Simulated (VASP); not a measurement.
# Mg2CdS3 (P1) in VASP: relaxation of cell and atoms with PBE

Aim: the relaxation of cell and atoms of Mg2CdS3 with PBE.

Everything below comes from runs of VASP 6.6.1. Logs are shortened: lines on timing, memory, paths and dates and some standing lists are left out, and cuts for length are marked.

### Step 1. The structure

The typed cell holds 12 atoms: a = 6.574 Å, b = 6.353 Å, c = 12.756 Å, α = 145.62°, β = 131.09°, γ = 61.37°.

The cell was built by a generator and needn't be a form met in nature.

### Step 2. Relaxation of cell and atoms, PBE

Contents of INCAR:

```
SYSTEM = Mg2CdS3
PREC = Normal
ENCUT = 520
EDIFF = 1E-5
ISMEAR = 0
SIGMA = 0.05
LREAL = Auto
LASPH = .TRUE.
NELM = 80
ALGO = Fast
ISIF = 3
LWAVE = .FALSE.
LCHARG = .FALSE.
GGA = PE
IBRION = 2
NSW = 110
EDIFFG = -0.03
ISYM = 0
KPAR = 8
```

Contents of KPOINTS:

```
regular mesh
0
G
  5 5 5
  0 0 0
```

Contents of POSCAR:

```
Mg2CdS3
1.0
   -1.9429985200      2.8014216200      5.6214164600
    1.8596461800     -2.5909063000      5.4945945900
    3.8049581700      5.1245073300    -11.0446714900
Mg Cd S
4 2 6
Direct
    0.7375938700      0.6312403200      0.9973392800
    0.6628987600      0.5826571200      0.4609456600
    0.3337206400      0.3245715000      0.0177158000
    0.3035244300      0.3299296700      0.5034048000
    0.0318494100      0.0568805900      0.0363083300
    0.0032007300      0.9861211300      0.4874713000
    0.1855242100      0.7025112400      0.2774379000
    0.1964624100      0.6586771400      0.7624672900
    0.8411827600      0.3184831400      0.2424630200
    0.8545942300      0.3201272400      0.7683129900
    0.5066591900      0.0077598500      0.2556622400
    0.4607773400      0.9428897200      0.7376000100
```

Potentials or basis: VASP PAW PBE potentials, release 64 (Mg, Cd, S).

Started as:

```console
$ cat potpaw_PBE.64/Mg/POTCAR potpaw_PBE.64/Cd/POTCAR potpaw_PBE.64/S/POTCAR > POTCAR
$ mpirun -np 8 vasp_std > vasp.out
```

OUTCAR:

```text
SYSTEM = Mg2CdS3
   PREC = Normal
   ENCUT = 520
   EDIFF = 1E-5
   ISMEAR = 0
   LREAL = Auto
   LASPH = .TRUE.
   NELM = 80
   ISIF = 3
   GGA = PE
   IBRION = 2
   NSW = 110
   EDIFFG = -0.03
   ISYM = 0

 ion  position               nearest neighbor table
   1  0.738  0.631  0.997-  10 2.24   7 2.53   9 2.61   8 2.81  11 3.00  12 3.03   3 3.38   4 3.49
                             5 3.50   5 3.58   4 3.63   6 3.66
   2  0.663  0.583  0.461-  11 2.35   9 2.58   7 2.63  10 2.78   8 2.86  12 3.06   3 3.37   5 3.40
                             6 3.53   4 3.54
   3  0.334  0.325  0.018-   8 2.52   7 2.56  10 2.61   9 2.61  12 2.65  11 2.79   2 3.37   1 3.38
                             5 3.38
   4  0.304  0.330  0.503-  12 2.40   7 2.42   8 2.46   9 2.61  11 2.87  10 2.93   6 3.40   1 3.49
                             2 3.54   1 3.63   5 3.69
   5  0.032  0.057  0.036-   7 2.52   9 2.52  11 2.59   8 2.74  12 2.90  10 2.92   3 3.38   2 3.40
                             1 3.50   6 3.51   1 3.58   4 3.69
   6  0.003  0.986  0.487-   7 2.46   8 2.60   9 2.64  11 2.64  12 2.71  10 2.89   4 3.40   5 3.51
                             2 3.53   1 3.66
   7  0.186  0.703  0.277-   4 2.42   6 2.46   5 2.52   1 2.53   3 2.56   2 2.63
   8  0.196  0.659  0.762-   4 2.46   3 2.52   6 2.60   5 2.74   1 2.81   2 2.86
   9  0.841  0.318  0.242-   5 2.52   2 2.58   1 2.61   4 2.61   3 2.61   6 2.64
  10  0.855  0.320  0.768-   1 2.24   3 2.61   2 2.78   6 2.89   5 2.92   4 2.93
  11  0.507  0.008  0.256-   2 2.35   5 2.59   6 2.64   3 2.79   4 2.87   1 3.00
  12  0.461  0.943  0.738-   4 2.40   3 2.65   6 2.71   5 2.90   1 3.03   2 3.06

IMPORTANT INFORMATION: All symmetrisations will be switched off!
NOSYMM: (Re-)initialisation of all symmetry stuff for point group C_1.

----------------------------------------------------------------------------------------

                                     Primitive cell

  volume of cell :     224.2047

  direct lattice vectors                    reciprocal lattice vectors
    -1.942998520  2.801421620  5.621416460     0.002045536  0.184857368  0.086474832
     1.859646180 -2.590906300  5.494594590     0.266487640  0.000314560  0.091952603
     3.804958170  5.124507330-11.044671490     0.133615595  0.094243512 -0.000782883

  length of vectors
     6.574460385  6.353081857 12.756294539     0.204093918  0.281906088  0.163510183

  position of ions in fractional coordinates (direct lattice)
     0.737593870  0.631240320  0.997339280
     0.662898760  0.582657120  0.460945660
     0.333720640  0.324571500  0.017715800
     0.303524430  0.329929670  0.503404800
     0.031849410  0.056880590  0.036308330
     0.003200730  0.986121130  0.487471300
     0.185524210  0.702511240  0.277437900
     0.196462410  0.658677140  0.762467290
     0.841182760  0.318483140  0.242463020
     0.854594230  0.320127240  0.768312990
     0.506659190  0.007759850  0.255662240
     0.460777340  0.942889720  0.737600010

  ion indices of the primitive-cell ions
   primitive index   ion index
                 1           1
                 2           2
                 3           3
                 4           4
                 5           5
                 6           6
                 7           7
                 8           8
                 9           9
                10          10
                11          11
                12          12

----------------------------------------------------------------------------------------

 KPOINTS: regular mesh

Automatic generation of k-mesh.
 Grid dimensions read from file:
 generate k-points for:    5    5    5

 Generating k-lattice:

  Cartesian coordinates                     Fractional coordinates (reciprocal lattice)
     0.000409107  0.036971474  0.017294966     0.200000000  0.000000000 -0.000000000
     0.053297528  0.000062912  0.018390521     0.000000000  0.200000000  0.000000000
     0.026723119  0.018848702 -0.000156577    -0.000000000 -0.000000000  0.200000000

  Length of vectors
     0.040818784  0.056381218  0.032702037

  Shift w.r.t. Gamma in fractional coordinates (k-lattice)
     0.000000000  0.000000000  0.000000000

 Subroutine IBZKPT returns following result:
 ===========================================

 Found     63 irreducible k-points:

 Following reciprocal coordinates:
            Coordinates               Weight
  0.000000  0.000000  0.000000      1.000000
  0.200000  0.000000  0.000000      2.000000
  0.400000  0.000000  0.000000      2.000000
 -0.000000  0.200000  0.000000      2.000000
  0.200000  0.200000  0.000000      2.000000
  0.400000  0.200000  0.000000      2.000000
[... 16 lines left out ...]
 -0.200000  0.200000  0.200000      2.000000
  0.000000  0.400000  0.200000      2.000000
 [... further k-points ...]
   k-points           NKPTS =     63   k-points in BZ     NKDIM =     63   number of bands    NBANDS=     41
   number of dos      NEDOS =    301   number of ions     NIONS =     12
   total plane-waves  NPLWV = 103680
   dimension x,y,z NGX =    40 NGY =   36 NGZ =   72
   dimension x,y,z NGXF=    80 NGYF=   72 NGZF=  144
   ions per type =               4   2   6
   NGX,Y,Z   is equivalent  to a cutoff of  10.11,  9.42,  9.38 a.u.
   NGXF,Y,Z  is equivalent  to a cutoff of  20.23, 18.84, 18.77 a.u.
 SYSTEM =  Mg2CdS3
   PREC   = normal    normal or accurate (medium, high low for compatibility)
   ISTART =      0    job   : 0-new  1-cont  2-samecut
   ICHARG =      2    charge: 1-file 2-atom 10-const
   ISPIN  =      1    spin polarized calculation?
   LNONCOLLINEAR =      F non collinear calculations
   LSORBIT =      F    spin-orbit coupling
   LASPH  =      T    aspherical Exc in radial PAW
   ENCUT  =  520.0 eV  38.22 Ry    6.18 a.u.  12.22 11.81 23.72*2*pi/ulx,y,z
   NELM   =     80;   NELMIN=  2; NELMDL= -5     # of ELM steps
   EDIFF  = 0.1E-04   stopping-criterion for ELM
   LREAL  =      T    real-space projection
   EDIFFG = -.3E-01   stopping-criterion for IOM
   NSW    =    110    number of steps for IOM
   IBRION =      2    ionic relax: 0-MD 1-quasi-New 2-CG
   NFREE  =      1    steps in history (QN), initial steepest desc. (CG)
   ISIF   =      3    stress and relaxation
   ISYM   =      0    0-nonsym 1-usesym 2-fastsym
   POTIM  = 0.5000    time-step for ionic-motion
   TEBEG  =    0.0;   TEEND  =   0.0 temperature during run
   PSTRESS=    0.0 pullay stress
   NELECT =      68.0000    total number of electrons
   NUPDOWN=      -1.0000    fix difference up-down
   EMIN   =  10.00;   EMAX   =-10.00  energy-range for DOS
   EFERMI =   0.00;   METHOD = LEGACY
   ISMEAR =     0;   SIGMA  =   0.05  broadening in eV -4-tet -1-fermi 0-gaus
   EFERMI_NEDOS =   21; number of points for ismear=-14 and -15
   IALGO  =     68    algorithm
   IMIX   =      4    mixing-type and parameters
     AMIX     =   0.40;   BMIX     =  1.00
     AMIX_MAG =   1.60;   BMIX_MAG =  1.00
  volume/ion in A,a.u.               =      18.68       126.08
  Fermi-wavevector in a.u.,A,eV,Ry     =   1.099925  2.078556 16.460793  1.209834
  Thomas-Fermi vector in A             =   2.236327
   LORBIT       =      0    0 simple, 1 ext, 2 COOP (PROOUT), +10 PAW based schemes
   GGA     = PE    functional components
   LHFCALC =     F    Hartree Fock is set to
   AEXX    =    0.0000 exact exchange contribution
   IVDW    =     0    specifies the selected vdW correction
   LEPSILON=     F    determine dielectric tensor
   LRPA    =     F    only Hartree local field effects (RPA)
 conjugate gradient relaxation of ions
 non-spin polarized calculation
 RMM-DIIS sequential band-by-band and
 Gauss-broadening in eV      SIGMA  =   0.05
  energy-cutoff  :      520.00
  volume of cell :      224.20
 maximum number of plane-waves:      6060
   NGX = 25   NGY = 23   NGZ = 47

--------------------------------------- Ionic step        1  -------------------------------------------

 number of electron      68.0000003 magnetization

 Free energy of the ion-electron system (eV)
  ---------------------------------------------------
  ext. energy  EPLUGINS =         0.00000000
  ---------------------------------------------------
  free energy    TOTEN  =       -43.70452853 eV

  energy without entropy =      -43.70452853  energy(sigma->0) =      -43.70452853

------------------------ aborting loop because EDIFF is reached ----------------------------------------

  FORCE on cell =-STRESS in cart. coord.  units (eV):
  Direction    XX          YY          ZZ          XY          YZ          ZX
  --------------------------------------------------------------------------------------
  -------------------------------------------------------------------------------------
  Total        8.0069489      1.3733171     10.5674856      0.5447210     -2.0636949     -0.5182427
  in kB       57.2180428      9.8137906     75.5157617      3.8926027    -14.7472631     -3.7033873
  external PRESSURE =      47.5158650 kB  Pullay stress =       0.0000000 kB
[... 119 lines left out ...]
  FREE ENERGIE OF THE ION-ELECTRON SYSTEM (eV)
  ---------------------------------------------------
  free  energy   TOTEN  =       -44.7271515595 eV

  energy  without entropy=      -44.7271515595  energy(sigma->0) =      -44.72715156

[... ionic steps 4 to 13 ...]

--------------------------------------- Ionic step       14  -------------------------------------------

 number of electron      67.9999992 magnetization

------------------------ aborting loop because EDIFF is reached ----------------------------------------

  FORCE on cell =-STRESS in cart. coord.  units (eV):
  Direction    XX          YY          ZZ          XY          YZ          ZX
  --------------------------------------------------------------------------------------
  -------------------------------------------------------------------------------------
  Total       -0.1323725     -0.0637997     -0.1449182      0.0035306      0.0096745      0.0005937
  in kB       -0.9329193     -0.4496398     -1.0213375      0.0248822      0.0681828      0.0041840
  external PRESSURE =      -0.8012989 kB  Pullay stress =       0.0000000 kB
[... 77 lines left out ...]
  energy  without entropy=      -45.5138098844  energy(sigma->0) =      -45.51380988

--------------------------------------- Ionic step       16  -------------------------------------------

 number of electron      67.9999992 magnetization

 Free energy of the ion-electron system (eV)
  ---------------------------------------------------
  ext. energy  EPLUGINS =         0.00000000
  ---------------------------------------------------
  free energy    TOTEN  =       -45.51440720 eV

  energy without entropy =      -45.51440720  energy(sigma->0) =      -45.51440720

 E-fermi :   3.6306     XC(G=0):  -9.8721

 val. band max:        3.3962378503   @ k =   0.4000   0.4000   0.2000
 cond. band min:       5.1135989350   @ k =   0.4000   0.0000   0.0000
 fundamental gap:      1.7173610847
 Fermi energy:         3.6306032213

 k-point     1 :       0.0000    0.0000    0.0000
  band No.  band energies     occupation
      1      -9.3332      2.00000
      2      -8.1752      2.00000
      3      -8.1502      2.00000
      4      -8.0495      2.00000
      5      -7.8555      2.00000
      6      -7.7849      2.00000
[... 1045 lines left out ...]
     40       8.3067      0.00000
     41       8.4999      0.00000

 [... further k-points ...]

------------------------ aborting loop because EDIFF is reached ----------------------------------------

  FORCE on cell =-STRESS in cart. coord.  units (eV):
  Direction    XX          YY          ZZ          XY          YZ          ZX
  --------------------------------------------------------------------------------------
  -------------------------------------------------------------------------------------
  Total        0.2156569      0.1373208      0.1845203     -0.0183327      0.0324574      0.0121193
  in kB        1.5242648      0.9705849      1.3041914     -0.1295757      0.2294093      0.0856592
  external PRESSURE =       1.2663471 kB  Pullay stress =       0.0000000 kB
[... 27 lines left out ...]
  FREE ENERGIE OF THE ION-ELECTRON SYSTEM (eV)
  ---------------------------------------------------
  free  energy   TOTEN  =       -45.5144072010 eV

  energy  without entropy=      -45.5144072010  energy(sigma->0) =      -45.51440720

 reached required accuracy - stopping structural energy minimisation
```

Wall time 12 min (8 MPI ranks of Intel Xeon Platinum 8559C (Emerald Rapids), shared host); peak memory 0.61 GiB.

What came out:

```yaml
Free_energy: -45.5144 eV
Relaxed_volume: 18.89 Å³/atom
Relaxed_cell: a = 6.527 Å, b = 6.528 Å, c = 13.059 Å, α = 146.50°, β = 131.85°, γ = 59.93°
Space_group_after_relaxing_to_0.05_Å: Immm (No. 71)
Energy_gained_by_relaxing: 150.8 meV/atom
Ionic_steps: 16
Pressure_after_relaxing: 0.1 GPa
Largest_force_after_relaxing: 0.028 eV/Å
Band_gap_on_the_k_mesh: 1.72 eV, indirect (least direct gap 1.77 eV)
```

Forces on the atoms (eV/Å):
```
Mg   0.012 -0.003  0.004
Mg  -0.005  0.000  0.003
Mg   0.002  0.020  0.019
Mg  -0.011 -0.023  0.010
Cd   0.016  0.022 -0.008
Cd  -0.007 -0.006 -0.002
S    0.003  0.004 -0.013
S   -0.013 -0.003 -0.006
S    0.004  0.007 -0.009
S   -0.006 -0.001 -0.006
S   -0.001 -0.013 -0.007
S    0.006 -0.004  0.014
```

The path:
| step | energy change (eV) | largest force (eV/Å) | pressure (GPa) | volume (Å³) |
| --- | --- | --- | --- | --- |
| 1 | 0.0000 | 2.0531 | 4.75 | 224.20 |
| 2 | -1.0131 | 0.8904 | -2.84 | 242.57 |
| 3 | -1.0226 | 0.8251 | -3.42 | 244.68 |
| 4 | -1.4204 | 0.7181 | -1.08 | 234.18 |
| 5 | -1.5076 | 0.5939 | 0.95 | 227.15 |
| 6 | -1.6296 | 0.4241 | 0.28 | 228.21 |
| 7 | -1.7052 | 0.4223 | -0.59 | 229.85 |
| 8 | -1.7685 | 0.2762 | 0.22 | 226.80 |
| 9 | -1.7772 | 0.2925 | 0.63 | 225.30 |
| 10 | -1.7954 | 0.1763 | -0.41 | 228.42 |
| 11 | -1.7954 | 0.1745 | -0.41 | 228.43 |
| 12 | -1.8057 | 0.0910 | -0.03 | 227.17 |
| 13 | -1.8066 | 0.1084 | 0.12 | 226.74 |
| 14 | -1.8091 | 0.0577 | -0.08 | 227.33 |
| 15 | -1.8093 | 0.0426 | -0.15 | 227.53 |
| 16 | -1.8099 | 0.0282 | 0.13 | 226.68 |

Final structure:
```
Mg Cd S
1.0
    -1.88231    2.65742    5.65644
     1.88144   -2.66682    5.65330
     3.76308    5.33783  -11.30878
Mg Cd S
4 2 6
Direct
  0.67645 0.65409 0.00395
  0.67596 0.65396 0.50350
  0.34245 0.32250 0.00380
  0.34449 0.32296 0.50488
  0.00975 0.98833 0.00350
  0.01014 0.98861 0.50420
  0.18454 0.66394 0.25396
  0.18439 0.66413 0.75431
  0.83501 0.31328 0.25340
  0.83474 0.31364 0.75388
  0.51062 0.98875 0.25413
  0.50943 0.98766 0.75362
```

Caveat: an odd mesh through Γ misses points on the zone boundary, where band edges often lie.
